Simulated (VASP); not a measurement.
Write the native input for VASP 6.6.1 that does the following.

| Quantity | Value |
| --- | --- |
| Task | single point |
| Functional | PBE |
| Potentials or basis | VASP PAW PBE potentials, release 64 (Cs_sv, Si) |
| Cutoff | 520 eV |
| k mesh | 5 × 5 × 6 |
| Occupations | fermi-dirac, width 0.05 eV |
| Spin | no spin polarisation |
| Further INCAR settings | ALGO = Normal; EDIFF = 1e-07; NBANDS = 16 |

The structure of CsSi2 lies in POSCAR:

```
CsSi2
1.0
    6.3715700000      0.0000000000      0.0000000000
   -3.1857800000      5.5179400000      0.0000000000
    0.0000000000      0.0000000000      4.4786600000
Cs Si
1 2
Direct
    0.0000000000      0.0000000000      0.0000000000
    0.6666700000      0.3333300000      0.2503900000
    0.6666700000      0.3333300000      0.7496100000
```

The cell was built by a generator and needn't be a form met in nature.

These files were run (other wordings do the same):

INCAR

```
SYSTEM = CsSi2
PREC = Accurate
ENCUT = 520
EDIFF = 1E-7
ISMEAR = -1
SIGMA = 0.05
LREAL = .False.
LASPH = .True.
NELM = 60
ALGO = Normal
ISIF = 2
LWAVE = .False.
LCHARG = .False.
GGA = PE
NBANDS = 16
```

KPOINTS

```
regular mesh
0
Gamma
  5 5 6
  0 0 0
```

Potentials or basis: VASP PAW PBE potentials, release 64 (Cs_sv, Si).

The run is started by

```sh
$ cat potpaw_PBE.64/Cs_sv/POTCAR potpaw_PBE.64/Si/POTCAR > POTCAR
$ mpirun -np 1 vasp_std > vasp.out
```

Results of the run:

```yaml
Pressure: -0.6 GPa
Largest_force: 0.163 eV/Å
Band_gap_on_the_k_mesh: none (metal or under the smearing width)
```

It took 64 s on 1 thread of Intel(R) Xeon(R) Platinum 8488C (Sapphire Rapids), with other jobs on the host, peak memory 0.31 GiB.
